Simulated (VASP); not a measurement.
AgI (zinc blende):

```yaml
crystal:
  lattice:
    - [0.00000, 3.25000, 3.25000]
    - [3.25000, 0.00000, 3.25000]
    - [3.25000, 3.25000, 0.00000]
  atoms:
    - { symbol: Ag, position: [0.00000, 0.00000, 0.00000] }
    - { symbol: I, position: [0.25000, 0.25000, 0.25000] }
```

The lowest empty band near Γ, direction [111], from PBE with spin-orbit coupling in VASP (PAW); its two spin partners are averaged. The gap over the points computed is 1.12 eV, and the next band on that side lies 4.23 eV away at the edge.

Run with 400 eV cut-off, 8×8×8 Γ-centred mesh, Gaussian smearing of 0.050 eV, potentials Ag I.

```
distance from the edge in k (1/Å)  distance in energy (meV)
---------------------------------  ------------------------
0.012                                                   3.5
0.018                                                   7.8
0.025                                                  14.9
0.035                                                  28.8
0.050                                                  57.2
0.070                                                 107.2
```

**Question.** Fit E(1 + αE) = ħ²k²/2m* (ħ²/2m0 = 3.810 eV Å²) and predict the row at 0.095 1/Å.

**Answer.** Least squares on the energies gives the electron mass m* = 0.158 m0 and α = 0.98 per eV, and so 184.8 meV. The run gave 184.7 meV, -0.1 meV from the fit.

Left out are points under 3 meV from the edge, since the levels carry 0.1 meV, and points farther than half the way to the next band.

The compound is AgI in the zinc blende structure, whereas wurtzite is the usual form. The cell was not relaxed at this level.
